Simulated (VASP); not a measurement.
Consider the following.

```
CELL_PARAMETERS angstrom
      3.83875    -1.95248     0.00509
      3.83875     1.95248     0.00509
      2.84139     0.00000     3.23647
ATOMIC_POSITIONS crystal
  As 0.22690 0.22690 0.22690
  As 0.77310 0.77310 0.77310
```

Level of theory: optB88-vdW, VASP's PBE PAW potentials (set 64) (plane waves; VASP 6.6.1). Run with 520 eV cut-off, 12×12×12 Γ-centred mesh, first-order Methfessel-Paxton smearing of 0.10 eV, potentials As.

Question: The ions and cell shape at fixed volume are relaxed. Which structure does the run end with?

Answer: 
```
CELL_PARAMETERS angstrom
      3.99020    -1.90973     0.07766
      3.99020     1.90973     0.07766
      3.01467     0.00000     3.23830
ATOMIC_POSITIONS crystal
  As 0.22387 0.22387 0.22387
  As 0.77613 0.77613 0.77613
```
Space group R-3m (166), at a tolerance of 0.03 Å.

Question: How much energy does the relaxation gain?

Answer: The energy (σ→0) changes by -9.5 meV/atom, in 6 ionic steps.

```tsv
step	E(σ→0) (eV)	max force (eV/Å)	pressure (GPa)	volume (Å³)
1	-6.1565	0.326	-3.48	48.46
2	-6.1657	0.117	-2.80	48.46
3	-6.1684	0.074	-2.18	48.46
4	-6.1723	0.047	-1.90	48.46
5	-6.1752	0.032	-1.10	48.46
6	-6.1756	0.007	-1.31	48.46
```

The compound is As in the a7 structure. This cell is one point of a volume scan, at 1.06 of the reference volume. Symmetry was kept, so distortions that lower it aren't found.
